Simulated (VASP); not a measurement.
Write the native input for VASP 6.6.1 that does the following.

| Item | Value |
| --- | --- |
| Task | band structure |
| Functional | SCAN |
| Potentials or basis | VASP PAW PBE potentials, release 64 (Mo_sv, I) |
| Cutoff | 520 eV |
| k mesh | 7 × 7 × 7 |
| Occupations | fermi-dirac, width 0.05 eV |
| Spin | no spin polarisation |
| Further INCAR settings | ALGO = Normal; EDIFF = 1e-06 |

The structure of MoI lies in POSCAR:

```
MoI
1.0
    0.0000000000      3.1788513800      3.1788513800
    3.1788513800      0.0000000000      3.1788513800
    3.1788513800      3.1788513800      0.0000000000
Mo I
1 1
Direct
    0.0000000000      0.0000000000      0.0000000000
    0.7500000000      0.7500000000      0.7500000000
```

The cell was built by a generator and needn't be a form met in nature.

The input as run:

INCAR

```
PREC = Accurate
ENCUT = 520
EDIFF = 1E-6
ISMEAR = -1
SIGMA = 0.05
LREAL = F
LASPH = T
NELM = 100
ALGO = Normal
ISIF = 2
LWAVE = F
LCHARG = F
LMAXMIX = 4
METAGGA = SCAN
LMIXTAU = T
```

KPOINTS

```
Automatic mesh
0
Gamma
  7 7 7
```

KPOINTS_OPT

```
path GXWKGLUWLK,UX
20
line-mode
reciprocal
 0.0000000000  0.0000000000  0.0000000000  G
 0.5000000000  0.0000000000  0.5000000000  X

 0.5000000000  0.0000000000  0.5000000000  X
 0.5000000000  0.2500000000  0.7500000000  W

 0.5000000000  0.2500000000  0.7500000000  W
 0.3750000000  0.3750000000  0.7500000000  K

 0.3750000000  0.3750000000  0.7500000000  K
 0.0000000000  0.0000000000  0.0000000000  G

 0.0000000000  0.0000000000  0.0000000000  G
 0.5000000000  0.5000000000  0.5000000000  L

 0.5000000000  0.5000000000  0.5000000000  L
 0.6250000000  0.2500000000  0.6250000000  U

 0.6250000000  0.2500000000  0.6250000000  U
 0.5000000000  0.2500000000  0.7500000000  W

 0.5000000000  0.2500000000  0.7500000000  W
 0.5000000000  0.5000000000  0.5000000000  L

 0.5000000000  0.5000000000  0.5000000000  L
 0.3750000000  0.3750000000  0.7500000000  K

 0.6250000000  0.2500000000  0.6250000000  U
 0.5000000000  0.0000000000  0.5000000000  X
```

Potentials or basis: VASP PAW PBE potentials, release 64 (Mo_sv, I).

Run with:

```sh
$ cat potpaw_PBE.64/Mo_sv/POTCAR potpaw_PBE.64/I/POTCAR > POTCAR
$ mpirun -np 1 vasp_std > vasp.out
```

Results of the run:

* Pressure: -8.6 GPa
* Band gap along the path: none (metal or under the smearing width)

Caveat: the PAW data sets were made with another functional, which shifts forces and pressure a little; spin-orbit coupling is left out, which moves the levels of the heavy elements; an odd number of electrons without spin polarisation forces a metal; a magnetic or distorted state may lie lower.

It took 6.1 min on 1 thread of AMD EPYC 9R45 96-Core Processor (Zen 5), on a shared host, peak memory 0.19 GiB.
